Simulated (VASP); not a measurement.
Given:

```
CELL_PARAMETERS angstrom
      1.96694    -3.40684     0.00000
      1.96694     3.40684     0.00000
      0.00000     0.00000     5.09267
ATOMIC_POSITIONS crystal
  Ni 0.00000 0.00000 0.50000
  Ni 0.00000 0.00000 0.00000
  Sb 0.33333 0.66667 0.25000
  Sb 0.66667 0.33333 0.75000
```

Method: PBE GGA with D3 dispersion (zero damping), VASP's PBE PAW potentials (set 64) (plane waves; VASP 6.6.1). Settings: 520 eV cut-off, 9×9×6 Γ-centred mesh, first-order Methfessel-Paxton smearing of 0.10 eV, potentials Ni Sb.

Unless said otherwise, spin-orbit coupling is left out, though it shifts the bands of the heavy elements here.

**Question.** Predict the energy per atom (σ→0), band gap (on the k-mesh) with the smallest direct gap where there is one.

**Answer.** 
```json
{
  "band gap (on the k-mesh)": "none (metal, semimetal or under 0.01 eV)",
  "energy per atom (σ→0)": "-5.443 eV/atom"
}
```

The absolute energy has meaning only against runs of the same code, potentials and settings.

The compound is NiSb in the NiAs type structure. It was relaxed first. The run is not spin-polarised, so no magnetic state was tried.
